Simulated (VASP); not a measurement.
Consider the following.

```
CELL_PARAMETERS angstrom
      4.22412    -7.29331     0.00000
      2.10207     3.64089     0.00000
      0.00000     0.00000     6.86381
ATOMIC_POSITIONS crystal
  Cd 0.34336 0.34336 0.49111
  Cd 0.15664 0.65664 0.99111
  Cd 0.82407 0.32407 0.50988
  Cd 0.67593 0.67593 0.00988
  Se 0.33914 0.33914 0.87388
  Se 0.16086 0.66086 0.37388
  S  0.82792 0.32792 0.87913
  S  0.67208 0.67208 0.37913
```

Calculation: PBEsol GGA, VASP's PBE PAW potentials (set 64) (plane waves; VASP). Settings: 400 eV cut-off, Gaussian smearing of 0.050 eV, potentials Cd Se S.

**Question.** Estimate the band gap (along the path) with the smallest direct gap where there is one.

**Answer.** 
```
Item                                   Result
------------------------------------  -------
band gap (along the path)             0.69 eV
smallest direct gap (along the path)  0.69 eV
```

The absolute energy has meaning only against runs of the same code, potentials and settings.

The structure was generated: Cd4S2Se2 was put into an ordered model structure (Pmn2_1), which need not be its known phase. It was relaxed first.
